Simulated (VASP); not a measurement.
# GaGe3 (Pm-3m) in VASP: reference runs, part 2 of 2

VASP 6.6.1. Earlier steps stand in the parts before.

## 3. Single point, PBEsol (atoms moved at random, drawn with an rms of 0.05 Å)

Input file INCAR:

```
SYSTEM = GaGe3
ALGO = Normal
EDIFF = 1E-7
ENCUT = 520
GGA = PS
ISIF = 2
ISMEAR = -1
LASPH = .True.
LCHARG = .False.
LREAL = .False.
LWAVE = .False.
NBANDS = 36
NELM = 100
PREC = Accurate
SIGMA = 0.05
```

Input file KPOINTS:

```
k-points
0
Gamma
  6 6 6
  0 0 0
```

Input file POSCAR:

```
GaGe3
1.0
    4.2784660000      0.0000000000      0.0000000000
    0.0000000000      4.2784660000      0.0000000000
    0.0000000000      0.0000000000      4.2784660000
Ge Ga
3 1
Direct
    0.5006010000      0.4993680000     -0.0079840000
    0.5150890000     -0.0068830000      0.4946610000
    0.0124480000      0.4926530000      0.4999670000
    0.0036790000      0.0065190000      0.0059030000
```

Potentials or basis: VASP PAW PBE potentials, release 64 (Ge_d, Ga_d).

Started as:

```sh
$ cat potpaw_PBE.64/Ge_d/POTCAR potpaw_PBE.64/Ga_d/POTCAR > POTCAR
$ mpirun -np 1 vasp_std > vasp.out
```

OUTCAR:

```text
SYSTEM = GaGe3
   EDIFF = 1E-7
   ENCUT = 520
   GGA = PS
   ISIF = 2
   ISMEAR = -1
   LASPH = .True.
   LREAL = .False.
   NELM = 100
   PREC = Accurate

 ion  position               nearest neighbor table
   1  0.501  0.499  0.992-
   2  0.515  0.993  0.495-
   3  0.012  0.493  0.500-
   4  0.004  0.007  0.006-

  LATTYP: Found a simple cubic cell.
 ALAT       =     4.2784660000

  Lattice vectors:

 A1 = (   4.2784660000,   0.0000000000,   0.0000000000)
 A2 = (   0.0000000000,   4.2784660000,   0.0000000000)
 A3 = (   0.0000000000,   0.0000000000,   4.2784660000)

Analysis of symmetry for initial positions (statically):
=====================================================================
 Subroutine PRICEL returns:
 Original cell was already a primitive cell.

 Routine SETGRP: Setting up the symmetry group for a
 simple cubic supercell.

 Subroutine GETGRP returns: Found  1 space group operations
 (whereof  1 operations were pure point group operations)
 out of a pool of 48 trial point group operations.

The static configuration has the point symmetry C_1 .

Analysis of symmetry for dynamics (positions and initial velocities):
=====================================================================
 Subroutine PRICEL returns:
 Original cell was already a primitive cell.

 Routine SETGRP: Setting up the symmetry group for a
 simple cubic supercell.

 Subroutine GETGRP returns: Found  1 space group operations
 (whereof  1 operations were pure point group operations)
 out of a pool of 48 trial point group operations.

The dynamic configuration has the point symmetry C_1 .

 Subroutine INISYM returns: Found  1 space group operations
 (whereof  1 operations are pure point group operations),
 and found     1 'primitive' translations

----------------------------------------------------------------------------------------

                                     Primitive cell

  volume of cell :      78.3185

  direct lattice vectors                    reciprocal lattice vectors
     4.278466000  0.000000000  0.000000000     0.233728631  0.000000000  0.000000000
     0.000000000  4.278466000  0.000000000     0.000000000  0.233728631  0.000000000
     0.000000000  0.000000000  4.278466000     0.000000000  0.000000000  0.233728631

  length of vectors
     4.278466000  4.278466000  4.278466000     0.233728631  0.233728631  0.233728631

  position of ions in fractional coordinates (direct lattice)
     0.500601000  0.499368000  0.992016000
     0.515089000  0.993117000  0.494661000
     0.012448000  0.492653000  0.499967000
     0.003679000  0.006519000  0.005903000

  ion indices of the primitive-cell ions
   primitive index   ion index
                 1           1
                 2           2
                 3           3
                 4           4

----------------------------------------------------------------------------------------

 KPOINTS: k-points

Automatic generation of k-mesh.
 Grid dimensions read from file:
 generate k-points for:    6    6    6

 Generating k-lattice:

  Cartesian coordinates                     Fractional coordinates (reciprocal lattice)
     0.038954772  0.000000000  0.000000000     0.166666667  0.000000000  0.000000000
     0.000000000  0.038954772  0.000000000     0.000000000  0.166666667  0.000000000
     0.000000000  0.000000000  0.038954772     0.000000000  0.000000000  0.166666667

  Length of vectors
     0.038954772  0.038954772  0.038954772

  Shift w.r.t. Gamma in fractional coordinates (k-lattice)
     0.000000000  0.000000000  0.000000000

 Subroutine IBZKPT returns following result:
 ===========================================

 Found    112 irreducible k-points:

 Following reciprocal coordinates:
            Coordinates               Weight
  0.000000  0.000000  0.000000      1.000000
  0.166667  0.000000  0.000000      2.000000
  0.000000  0.166667  0.000000      2.000000
  0.000000  0.000000  0.166667      2.000000
  0.333333  0.000000  0.000000      2.000000
  0.000000  0.333333  0.000000      2.000000
[... 16 lines left out ...]
  0.000000 -0.333333  0.166667      2.000000
 -0.166667  0.000000  0.333333      2.000000
 [... further k-points ...]
   k-points           NKPTS =    112   k-points in BZ     NKDIM =    112   number of bands    NBANDS=     36
   number of dos      NEDOS =    301   number of ions     NIONS =      4
   total plane-waves  NPLWV =  32768
   dimension x,y,z NGX =    32 NGY =   32 NGZ =   32
   dimension x,y,z NGXF=    64 NGYF=   64 NGZF=   64
   ions per type =               3   1
   NGX,Y,Z   is equivalent  to a cutoff of  12.43, 12.43, 12.43 a.u.
   NGXF,Y,Z  is equivalent  to a cutoff of  24.87, 24.87, 24.87 a.u.
 SYSTEM =  GaGe3
   PREC   = accura    normal or accurate (medium, high low for compatibility)
   ISTART =      0    job   : 0-new  1-cont  2-samecut
   ICHARG =      2    charge: 1-file 2-atom 10-const
   ISPIN  =      1    spin polarized calculation?
   LNONCOLLINEAR =      F non collinear calculations
   LSORBIT =      F    spin-orbit coupling
   LASPH  =      T    aspherical Exc in radial PAW
   ENCUT  =  520.0 eV  38.22 Ry    6.18 a.u.   7.96  7.96  7.96*2*pi/ulx,y,z
   NELM   =    100;   NELMIN=  2; NELMDL= -5     # of ELM steps
   EDIFF  = 0.1E-06   stopping-criterion for ELM
   LREAL  =      F    real-space projection
   EDIFFG = 0.1E-05   stopping-criterion for IOM
   NSW    =      0    number of steps for IOM
   IBRION =     -1    ionic relax: 0-MD 1-quasi-New 2-CG
   NFREE  =      0    steps in history (QN), initial steepest desc. (CG)
   ISIF   =      2    stress and relaxation
   ISYM   =      2    0-nonsym 1-usesym 2-fastsym
   POTIM  = 0.5000    time-step for ionic-motion
   TEBEG  =    0.0;   TEEND  =   0.0 temperature during run
   PSTRESS=    0.0 pullay stress
   NELECT =      55.0000    total number of electrons
   NUPDOWN=      -1.0000    fix difference up-down
   EMIN   =  10.00;   EMAX   =-10.00  energy-range for DOS
   EFERMI =   0.00;   METHOD = LEGACY
   ISMEAR =    -1;   SIGMA  =   0.05  broadening in eV -4-tet -1-fermi 0-gaus
   EFERMI_NEDOS =   21; number of points for ismear=-14 and -15
   IALGO  =     38    algorithm
   IMIX   =      4    mixing-type and parameters
     AMIX     =   0.40;   BMIX     =  1.00
     AMIX_MAG =   1.60;   BMIX_MAG =  1.00
  volume/ion in A,a.u.               =      19.58       132.13
  Fermi-wavevector in a.u.,A,eV,Ry     =   1.455150  2.749834 28.809797  2.117460
  Thomas-Fermi vector in A             =   2.572218
   LORBIT       =      0    0 simple, 1 ext, 2 COOP (PROOUT), +10 PAW based schemes
   GGA     = PS    functional components
   LHFCALC =     F    Hartree Fock is set to
   AEXX    =    0.0000 exact exchange contribution
   IVDW    =     0    specifies the selected vdW correction
   LEPSILON=     F    determine dielectric tensor
   LRPA    =     F    only Hartree local field effects (RPA)
 non-spin polarized calculation
  energy-cutoff  :      520.00
  volume of cell :       78.32
 maximum number of plane-waves:      2176
   NGX = 15   NGY = 15   NGZ = 15

 number of electron      54.9999993 magnetization

 Free energy of the ion-electron system (eV)
  ---------------------------------------------------
  ext. energy  EPLUGINS =         0.00000000
  ---------------------------------------------------
  free energy    TOTEN  =       -17.20853706 eV

  energy without entropy =      -17.18546309  energy(sigma->0) =      -17.19700008

 E-fermi :   5.9839     XC(G=0): -11.1793

 val. band max:        5.9819060841   @ k =   0.0000   0.0000   0.5000
 cond. band min:       6.0045298201   @ k =   0.0000   0.5000   0.5000
 fundamental gap:      0.0226237360
 Fermi energy:         5.9839152278

 k-point     1 :       0.0000    0.0000    0.0000
  band No.  band energies     occupation
      1     -18.7173      2.00000
      2     -18.7157      2.00000
      3     -18.7148      2.00000
      4     -18.7057      2.00000
      5     -18.6733      2.00000
      6     -18.6703      2.00000
[... 28 lines left out ...]
     35      12.6200      0.00000
     36      12.9786      0.00000
[... 866 lines left out ...]
      6     -18.6521      2.00000
[... 28 lines left out ...]
     35      11.5904      0.00000
     36      14.3707      0.00000

 [... further k-points ...]

------------------------ aborting loop because EDIFF is reached ----------------------------------------

  FORCE on cell =-STRESS in cart. coord.  units (eV):
  Direction    XX          YY          ZZ          XY          YZ          ZX
  --------------------------------------------------------------------------------------
  -------------------------------------------------------------------------------------
  Total       -1.6499310     -1.6789389     -1.6315686      0.0093175      0.0063283     -0.0126095
  in kB      -33.7529800    -34.3463998    -33.3773364      0.1906095      0.1294589     -0.2579551
  external PRESSURE =     -33.8255721 kB  Pullay stress =       0.0000000 kB

 VOLUME and BASIS-vectors are now :
 -----------------------------------------------------------------------------
  energy-cutoff  :      520.00
  volume of cell :       78.32
      direct lattice vectors                 reciprocal lattice vectors
     4.278466000  0.000000000  0.000000000     0.233728631  0.000000000  0.000000000
     0.000000000  4.278466000  0.000000000     0.000000000  0.233728631  0.000000000
     0.000000000  0.000000000  4.278466000     0.000000000  0.000000000  0.233728631

 POSITION                                       TOTAL-FORCE (eV/Angst)
 -----------------------------------------------------------------------------------
      2.14180      2.13653      4.24431        -0.069732      0.077906     -0.031607
      2.20379      4.24902      2.11639         0.042586     -0.040611      0.014025
      0.05326      2.10780      2.13909         0.017003      0.024034      0.056850
      0.01574      0.02789      0.02526         0.010144     -0.061330     -0.039268
 -----------------------------------------------------------------------------------
    total drift:                               -0.001656     -0.001316     -0.000978

  FREE ENERGIE OF THE ION-ELECTRON SYSTEM (eV)
  ---------------------------------------------------
  free  energy   TOTEN  =       -17.2085370589 eV

  energy  without entropy=      -17.1854630932  energy(sigma->0) =      -17.19700008
```

It took 72 s on 1 thread of Intel Xeon 6975P-C (Granite Rapids), shared host; peak memory 0.36 GiB.

What came out:

```
Free energy            : -17.2085 eV
Pressure               : -3.4 GPa
Largest force          : 0.109 eV/Å
Band gap on the k mesh : none (metal or under the smearing width)
```

Forces in eV/Å, atoms in the order of the input:
```
Ge  -0.070  0.078 -0.032
Ge   0.043 -0.041  0.014
Ge   0.017  0.024  0.057
Ga   0.010 -0.061 -0.039
```

Caveat: the PAW data sets were made with another functional, which shifts forces and pressure a little.
